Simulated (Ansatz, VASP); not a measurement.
CoNiSb: VASP beside Ansatz

```xyz
6
Lattice="4.2433 0.0000 0.0000 -2.1216 3.6748 0.0000 0.0000 0.0000 5.3802" Properties=species:S:1:pos:R:3 pbc="T T T"
Sb    0.0000    2.4499    1.3451
Sb    2.1216    1.2249    4.0352
Ni    0.0000    2.4499    4.0352
Ni    2.1216    1.2249    1.3451
Co    0.0000    0.0000    0.0000
Co    0.0000    0.0000    2.6901
```

The cell comes from a database or a generator and needn't be the stable form of this composition.

Alike in both runs: task single point; functional PBE; k mesh 7 × 7 × 5; occupations fermi-dirac, width 0.05 eV; collinear spin, ferromagnetic start.

|  | VASP | Ansatz |
| --- | --- | --- |
| version | VASP 6.6.1 | Ansatz 0.2.0 |
| potentials or method | VASP PAW PBE potentials, release 64 (Sb, Ni, Co) | Ansatz PAW |
| plane-wave cutoff (eV) | 520 | 420 |
| valence electrons in the cell | 48 | 100 |

|  | VASP | Ansatz | Ansatz less VASP |
| --- | --- | --- | --- |
| gap on the k mesh at the Fermi level (eV) | none | none | - |
| pressure (GPa) | 0.5 | 0.8 | +0.29 |
| largest component of the traceless stress (GPa) | 0.91 | 1.06 | +0.153 |
| net moment per atom (μB) | 0.30 | 0.31 | +0.007 |
| size of the moment on the site where the two differ most (μB) | 0.89 | 0.92 | +0.029 |

Site moments also hang on the region over which each program counts them. A gap of «none» marks a metal or a gap that the smearing closes. The two sets of potentials don't hold the same shells in valence.

Spin-orbit coupling is left out, which matters for the levels of Sb.
